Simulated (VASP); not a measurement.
Given:

```
CaO
1.0
    0.00000     2.39305     2.39305
    2.39305     0.00000     2.39305
    2.39305     2.39305     0.00000
Ca O
1 1
Direct
  0.00000   0.00000   0.00000
  0.50000   0.50000   0.50000
```

These are vdW-DF-cx, VASP's PBE PAW potentials (set 64) (plane waves; VASP 6.6.1) values and carry that method's errors. Numerical set-up: 520 eV cut-off, Gaussian smearing of 0.050 eV, potentials Ca_sv O.

**Question.** What does the run give for the band gap (along the path) with the smallest direct gap where there is one?

**Answer.** 
The band gap (along the path) comes out as 3.62 eV and the smallest direct gap (along the path) is 3.99 eV.

Total energies compare only between runs with the same potentials, cut-off and functional.

The compound is CaO in the rock salt structure. It was relaxed first.
